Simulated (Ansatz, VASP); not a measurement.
**Two plane-wave programs on La3LuO2**

```xyz
6
Lattice="7.0259 0.0000 0.0000 -3.5130 6.0846 0.0000 0.0000 0.0000 3.2641" Properties=species:S:1:pos:R:3 pbc="T T T"
La    3.5130    0.0000    1.6321
La    1.7565    3.0423    1.6321
La   -1.7565    3.0423    1.6321
Lu    0.0000    0.0000    0.0000
O     0.0000    4.0564    0.0000
O     3.5130    2.0282    0.0000
```

Change from the starting cell: species swapped into the ErB2Ru3 type (P6/mmm, No. 191).

Alike in both runs: functional PBE; k mesh 3 × 3 × 6; occupations gaussian, width 0.1 eV; no spin polarisation.

Ansatz relaxed the structure, and its values are those at the end. VASP's run is a single point on that final structure, the one shown.

|  | VASP | Ansatz |
| --- | --- | --- |
| version | VASP 6.6.1 | Ansatz 0.2.0 |
| potentials or method | VASP PAW PBE potentials, release 64 (La, Lu, O) | scalar-relativistic, plane waves, PAW |
| plane-wave cutoff (eV) | 520 | 420 |
| valence electrons in the cell | 70 | 70 |

|  | VASP | Ansatz | Ansatz less VASP |
| --- | --- | --- | --- |
| gap on the k mesh at the Fermi level (eV) | none | none | - |
| pressure (GPa) | 0.0 | 0.1 | +0.07 |

A gap of «none» marks a metal or a gap that the smearing closes.

The runs have no spin-orbit coupling, so splittings on La, Lu are missing.
